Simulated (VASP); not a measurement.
GaN, 2 atoms in the cell. The structure is cubic, space group F-43m (No. 216). Conventional cell: a = 4.455 Å, b = 4.455 Å, c = 4.455 Å, α = 90.00°, β = 90.00°, γ = 90.00°. Ga (site symmetry -43m) has 4 N at 1.93 Å as nearest neighbours. Around N (site symmetry -43m) lie 4 Ga at 1.93 Å. The cell was built by a generator and needn't be a form met in nature.

- Program: VASP 6.6.1
- Task: single point
- Functional: LDA
- Potentials or basis: VASP PAW LDA potentials, release 64 (Ga_d, N)
- Cutoff: 520 eV
- k mesh: 10 × 10 × 10
- Occupations: gaussian, width 0.02 eV
- Spin: no spin polarisation
- Dipole correction: no
- Further INCAR settings: ALGO = Normal; EDIFF = 1e-06; NBANDS = 16

Potentials or basis: VASP PAW LDA potentials, release 64 (Ga_d, N).

Launch:

```bash
$ cat potpaw_LDA.64/Ga_d/POTCAR potpaw_LDA.64/N/POTCAR > POTCAR
$ mpirun -np 1 vasp_std > vasp.out
```

Hardware: 1 thread of AMD EPYC 9R45 96-Core Processor (Zen 5), with other jobs on the host.

Q: Estimate the wall time of this run.

A: It took 8.3 s on 1 thread of AMD EPYC 9R45 96-Core Processor (Zen 5), on a shared host, peak memory 0.11 GiB. Counts: scf iterations 13, k points 47.
